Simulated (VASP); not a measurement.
Energy against volume of BAs (zinc blende). Calculation: PBE GGA with D3 dispersion (Becke-Johnson damping), VASP's PBE PAW potentials (set 64) (plane waves; VASP).

```csv
V (Å³/atom),E (eV/atom)
12.767,-6.00919
13.174,-6.02742
13.582,-6.03315
13.989,-6.02820
14.397,-6.01410
```

Q: Fit a third-order Birch-Murnaghan equation of state.

A: 
The volume per atom is 13.59 Å³/atom. The bulk modulus comes out as 140 GPa and the pressure derivative of the bulk modulus is 4.18. The lattice constant a comes out as 4.772 Å.

Measured: bulk modulus 142 GPa (computed value off by -1.7 %), as given by PMC11618452 (zinc blende boron arsenide), quoting Tian et al.; a 4.777 Å (computed value off by -0.1 %), as given by M J Lucero et al., Journal of Physics Condensed Matter (2012), arXiv:1111.4515. The calculation is for a static lattice, while the measured bulk modulus, a hold thermal and zero-point effects, which are part of the difference.

The compound is BAs in the zinc blende structure. It was relaxed first.
